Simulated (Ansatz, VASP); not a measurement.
# RbSe4F: VASP beside Ansatz, part 3 of 3

Wanted: the spread between two codes on one cell, functional and k mesh. The cell is generated by rule, not measured, and may not be a known phase. The cell is taken from a series of runs on this material, whose earlier steps may have relaxed, scaled, displaced or heated it; both programs get it as it stands.

VASP 6.6.1 and Ansatz 0.2.0.

So far: VASP: relaxation of cell and atoms, LDA, pair 1; Ansatz: relaxation of cell and atoms, LDA, pair 1; Comparison; VASP: relaxation of cell and atoms, LDA, pair 2; Ansatz: relaxation of cell and atoms, LDA, pair 2; Side by side.

## Step 8: VASP: relaxation of cell and atoms, LDA, pair 3

Level of this step: LDA; plane waves and PAW (Rb_sv, F, Se); invented cell (VASP).

The relaxed volume is the usual yardstick between codes: in a stiff, nearly cubic crystal its relative difference is about their pressure difference at one cell divided by the bulk modulus. Its start cell is another than that of the pair before, and may be another structure of the material.

INCAR reads:

```
SYSTEM = RbSe4F
PREC = Accurate
ENCUT = 600
EDIFF = 1E-07
NELM = 120
ISMEAR = 0
SIGMA = 0.1
LREAL = .FALSE.
ALGO = Normal
GGA = CA
NBANDS = 26
LORBIT = 11
LWAVE = .FALSE.
LCHARG = .FALSE.
ISIF = 3
IBRION = 2
NSW = 80
EDIFFG = -0.005
LASPH = .TRUE.
GGA_COMPAT = .FALSE.
NELMIN = 4
KPAR = 2
```

POSCAR reads:

```
RbSe4F
1.0
    0.0000000000      4.4694900000      4.4694900000
    4.4694900000      0.0000000000      4.4694900000
    4.4694900000      4.4694900000      0.0000000000
Rb F Se
1 1 4
Direct
    0.5000000000      0.5000000000      0.5000000000
    0.0000000000      0.0000000000      0.0000000000
    0.1430388031      0.1430388031      0.1430388031
    0.5708835907      0.1430388031      0.1430388031
    0.1430388031      0.1430388031      0.5708835907
    0.1430388031      0.5708835907      0.1430388031
```

KPOINTS reads:

```
Automatic mesh
0
Gamma
8 8 8
0 0 0
```

PAW data sets: Rb_sv, F and Se (LDA family, release 64).

Command:

```bash
> mpirun -np 2 vasp_std
```

Numbers of over 12 decimals in the logs are rounded to 6 here.

Log:

```text
[... set-up lines as in an earlier step ...]
 entering main loop
       N       E                     dE             d eps       ncg     rms          rms(c)
DAV:   1     0.260704785685E+03    0.26070E+03   -0.18025E+04  1508   0.145E+03
DAV:   2     0.238856504842E+01   -0.25832E+03   -0.25323E+03  2036   0.250E+02
DAV:   3    -0.211038212708E+02   -0.23492E+02   -0.23263E+02  2210   0.781E+01
DAV:   4    -0.215302607671E+02   -0.42644E+00   -0.42511E+00  2088   0.101E+01
[...]
DAV:  13    -0.208712437498E+02   -0.78518E-05   -0.13273E-05  1678   0.208E-02    0.532E-03
DAV:  14    -0.208712445538E+02   -0.80403E-06   -0.34338E-06  1760   0.105E-02    0.216E-03
DAV:  15    -0.208712445858E+02   -0.31986E-07   -0.56632E-07  1640   0.491E-03
   1 F= -.20871245E+02 E0= -.20857772E+02  d E =-.208712E+02
[...]
2 F= -.20872668E+02 E0= -.20858993E+02  d E =-.142356E-02
[...]
3 F= -.20872679E+02 E0= -.20859020E+02  d E =-.143410E-02
[...]
4 F= -.20872820E+02 E0= -.20859093E+02  d E =-.141765E-03
[...]
5 F= -.20872824E+02 E0= -.20859084E+02  d E =-.144964E-03
[...]
reached required accuracy - stopping structural energy minimisation
```

Parts of OUTCAR (step 8):

```text
  Total        0.0002236      0.0002236      0.0002236      0.0000000      0.0000000      0.0000000
  in kB        0.0019883      0.0019883      0.0019883      0.0000000      0.0000000      0.0000000
  external PRESSURE =       0.0019883 kB  Pullay stress =       0.0000000 kB

 POSITION                                       TOTAL-FORCE (eV/Angst)
 -----------------------------------------------------------------------------------
      4.48289      4.48289      4.48289         0.000000      0.000000      0.000000
      0.00000      0.00000      0.00000         0.000000      0.000000      0.000000
      1.28331      1.28331      1.28331        -0.000022     -0.000022     -0.000022
      1.28331      3.19958      3.19958        -0.000022      0.000022      0.000022
      3.19958      3.19958      1.28331         0.000022      0.000022     -0.000022
      3.19958      1.28331      3.19958         0.000022     -0.000022      0.000022
 -----------------------------------------------------------------------------------
    total drift:                               -0.000000     -0.000000     -0.000000

  FREE ENERGIE OF THE ION-ELECTRON SYSTEM (eV)
  ---------------------------------------------------
  free  energy   TOTEN  =       -20.8728236451 eV

  energy  without entropy=      -20.8453439730  energy(sigma->0) =      -20.85908381

[... 2 parts as in an earlier step ...]

[... 2 further parts left out ...]
[key lines of the parts left out:]
E-fermi :   1.6012
```

## Step 9: Ansatz: relaxation of cell and atoms, LDA, pair 3

The same cell, functional (in two slightly different forms), mesh and smearing now go to Ansatz, which takes its cutoff from its data sets.

The cell is taken from a series of runs on this material, whose earlier steps may have relaxed, scaled, displaced or heated it; both programs get it as it stands.

input.yaml reads:

```yaml
crystal:
  lattice:
    - [0.0, 4.469489598, 4.469489598]
    - [4.469489598, 0.0, 4.469489598]
    - [4.469489598, 4.469489598, 0.0]
  atoms:
    - { symbol: Rb, position: [0.5, 0.5, 0.5] }
    - { symbol: F, position: [0.0, 0.0, 0.0] }
    - { symbol: Se, position: [0.1430388046, 0.1430388046, 0.1430388046] }
    - { symbol: Se, position: [0.5708835863, 0.1430388046, 0.1430388046] }
    - { symbol: Se, position: [0.1430388046, 0.1430388046, 0.5708835863] }
    - { symbol: Se, position: [0.1430388046, 0.5708835863, 0.1430388046] }
kpoints:
  mp_grid: { grid: [8, 8, 8] }
hamiltonian:
  xc: lda
  pseudopotentials: { kind: nc }
scf:
  occupations: { method: gaussian, width: 0.1 }
output:
  forces: true
  stress: true
  eigenvalues: true
relax:
  adjacent_minimum: "off"
  f_tol: 0.005
  max_steps: 80
  cell: { stress_tol: 0.05 }
```

Command:

```bash
> ansatz run input.yaml --threads 4 --pin off --max-ram 14336MiB --backend cpu --events-out ev --progress --plain --runs-dir out
```

Log:

```text
[...]
Crystal: 6 atoms, lattice volume = 178.568 Å³
Basis set: ecut = 1170.089609 eV, 16361 PW (Γ)
Bands: 48, of which v1, the nominal top of the filled ones, is band 40 counted from 1 (39 counted from 0)
Symmetry: 24 space group operations
[...]
k-points: 29 of 512 (time reversal used)
[...]
cell:  # Å, volume = 179.7220 Å³
    - [0, 4.479097, 4.479097]
    - [4.479097, 0, 4.479097]
    - [4.479097, 4.479097, 0]
  atoms:
    - { symbol: Rb, position: [0.5, 0.5, 0.5] }
    - { symbol: F, position: [0, 0, 0] }
    - { symbol: Se, position: [0.143133, 0.143133, 0.143133] }
    - { symbol: Se, position: [0.570600, 0.143133, 0.143133] }
    - { symbol: Se, position: [0.143133, 0.143133, 0.570600] }
    - { symbol: Se, position: [0.143133, 0.570600, 0.143133] }
[key lines of the parts left out:]
SCF converged after 5 iterations
Free energy (F): -14594.949844 eV
Fermi energy:    5.449988 eV
P = ⅓ Tr σ = 0.0013 GPa (0.013 kbar)
```

## Step 10: Comparison

What differs besides the data sets and the points named for the pairs above, as far as they apply: the data sets hold 80 valence electrons in Ansatz (on norm-conserving files, of PseudoDojo where its log says so) and 40 in VASP. Total energies have different zeros and are not compared.

The two programs side by side:

| quantity | Ansatz | VASP | difference |
| --- | --- | --- | --- |
| volume (Å³) | 179.72 | 180.18 | -0.25 % |
| edge a after relaxation, in the typed setting (Å) | 6.334 | 6.340 | -0.09 % |

## Step 11: Outcome

```yaml
difference_in_volume_relaxation_of_cell_and_atoms_lda_pair_1: -0.23 %
difference_in_volume_relaxation_of_cell_and_atoms_lda_pair_2: -0.23 %
difference_in_volume_relaxation_of_cell_and_atoms_lda_pair_3: -0.25 %
```

In words: The difference in volume is -0.25 % (relaxation of cell and atoms, LDA, pair 3), within the 1.2 % picked in this series as the mark of a large difference, as far as the stopping tolerances let one tell. The data sets hold unlike numbers of valence electrons (80 in Ansatz and 40 in VASP), so part of the differences comes from the potentials. 2 further runs of this series are not shown here. How closely two codes agree says nothing of how well the functional describes the real material.

[Lines on the potential files, build, host, timing and source positions are cut from VASP's logs without a mark.]

[Logs are printed without paths, hosts, clocks, repeated set-up lines and the standing remarks that a program may print on its own settings, such as how far it seeks lower states.]

[Hosts, paths, dates, database ids (printed as entryN), source tags and the programs' standing remarks are cut or masked in the printed files.]
